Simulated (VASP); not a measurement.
OSZICAR of a VASP run on ZnSe (zinc blende):

File OSZICAR:
```
       N       E                     dE             d eps       ncg     rms          rms(c)
DAV:   1     0.846893450464E+02    0.84689E+02   -0.89208E+03   754   0.153E+03
DAV:   2     0.328135816671E-01   -0.84657E+02   -0.80885E+02   819   0.266E+02
DAV:   3    -0.568844325526E+01   -0.57213E+01   -0.56872E+01   914   0.689E+01
DAV:   4    -0.574953733357E+01   -0.61094E-01   -0.61076E-01   819   0.759E+00
DAV:   5    -0.574988442776E+01   -0.34709E-03   -0.34709E-03   904   0.547E-01    0.454E+00
DAV:   6    -0.548464808559E+01    0.26524E+00   -0.64613E-01  1108   0.262E+01    0.344E+00
DAV:   7    -0.547055867624E+01    0.14089E-01   -0.17953E-01   829   0.412E+00    0.144E+00
DAV:   8    -0.547278611213E+01   -0.22274E-02   -0.52649E-03   849   0.657E-01    0.445E-01
DAV:   9    -0.547371905218E+01   -0.93294E-03   -0.15121E-03   834   0.317E-01    0.763E-02
DAV:  10    -0.547391868591E+01   -0.19963E-03   -0.22417E-04   849   0.138E-01    0.167E-02
DAV:  11    -0.547396725739E+01   -0.48571E-04   -0.80247E-05   829   0.812E-02    0.737E-03
DAV:  12    -0.547397193979E+01   -0.46824E-05   -0.88420E-06   869   0.318E-02    0.561E-03
DAV:  13    -0.547397255540E+01   -0.61561E-06   -0.22529E-06   814   0.151E-02    0.119E-03
DAV:  14    -0.547397265924E+01   -0.10384E-06   -0.10355E-07   724   0.442E-03    0.435E-04
DAV:  15    -0.547397271142E+01   -0.52175E-07   -0.24497E-08   557   0.206E-03
   1 F= -.54739727E+01 E0= -.54739727E+01  d E =-.190841E-13
```

**Question.** Which electronic solver shows in the log?

**Answer.** It is blocked Davidson (ALGO = Normal, or the opening steps of other solvers). The INCAR had ALGO = Normal.

**Question.** Can the final energy be trusted as converged?

**Answer.** The calculation finished and met its thresholds. It stopped with EDIFF = 1E-7, NELM = 100 (revPBE GGA, plane waves, VASP's PBE PAW potentials (set 64)).

The compound is ZnSe in the zinc blende structure. It was relaxed first, which changed the volume by +7 %.
